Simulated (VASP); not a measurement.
Consider the following.

```yaml
crystal:
  lattice:
    - [1.66146, -2.87773, 0.00000]
    - [1.66146, 2.87773, 0.00000]
    - [0.00000, 0.00000, 5.17413]
  atoms:
    - { symbol: Sc, position: [0.33333, 0.66667, 0.25000] }
    - { symbol: Sc, position: [0.66667, 0.33333, 0.75000] }
```

These are r2SCAN+rVV10, VASP's PBE PAW potentials (set 64) (plane waves; VASP) values and carry that method's errors. Settings: 520 eV cut-off, 14×14×8 Γ-centred mesh, tetrahedra with Blöchl corrections, potentials Sc_sv.

Task: Give the energies of bands 9 to 14 at the high-symmetry points, in eV from the Fermi level.

Result: 
```json
[
 {"band": "9", "Γ": "-5.51", "M": "-1.72", "K": "-0.78", "A": "-3.88", "L": "-1.52", "H": "-0.46"},
 {"band": "10", "Γ": "-1.70", "M": "-1.14", "K": "-0.78", "A": "-3.88", "L": "-1.52", "H": "-0.46"},
 {"band": "11", "Γ": "0.45", "M": "-0.67", "K": "-0.72", "A": "1.11", "L": "0.04", "H": "-0.05"},
 {"band": "12", "Γ": "1.81", "M": "-0.42", "K": "-0.45", "A": "1.11", "L": "0.04", "H": "-0.05"},
 {"band": "13", "Γ": "1.81", "M": "1.42", "K": "1.16", "A": "1.72", "L": "1.31", "H": "0.22"},
 {"band": "14", "Γ": "2.09", "M": "1.55", "K": "1.16", "A": "1.72", "L": "1.31", "H": "0.22"}
]
```

It has no gap at this level: it comes out as a metal or semimetal.

The compound is Sc in the hcp structure. It was relaxed first.
